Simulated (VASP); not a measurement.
GaAs (zinc blende), at 0.96 of the tabulated volume:

```
GaAs
1.0
    0.00000     2.78682     2.78682
    2.78682     0.00000     2.78682
    2.78682     2.78682     0.00000
Ga As
1 1
Cartesian
  0.00000   0.00000   0.00000
  1.39341   1.39341   1.39341
```

The lowest empty band near Γ, direction [110], from PBE with spin-orbit coupling in VASP (PAW); its two spin partners are averaged. The gap over the points computed is 0.74 eV, and the next band on that side lies 2.76 eV away at the edge.

Numerical set-up: 400 eV cut-off, 9×9×9 Γ-centred mesh, Gaussian smearing of 0.050 eV, potentials Ga_d As.

| distance from the edge in k (1/Å) | distance in energy (meV) |
|---|---|
| 0.006 | 3.0 |
| 0.012 | 11.9 |
| 0.018 | 26.2 |
| 0.025 | 49.0 |
| 0.035 | 90.6 |
| 0.050 | 167.1 |
| 0.070 | 283.3 |

### Question
Fit E(1 + αE) = ħ²k²/2m* (ħ²/2m0 = 3.810 eV Å²) and predict the row at 0.095 1/Å.

### Answer
Least squares on the energies gives the electron mass m* = 0.045 m0 and α = 1.67 per eV, and so 442.4 meV. The run gave 436.2 meV, -6.2 meV from the fit. So light an electron mass at Γ scales with the gap, and carries this level's error in it.

Left out are points under 3 meV from the edge, since the levels carry 0.1 meV, and points farther than half the way to the next band.

The compound is GaAs in the zinc blende structure. The cell was not relaxed at this level.
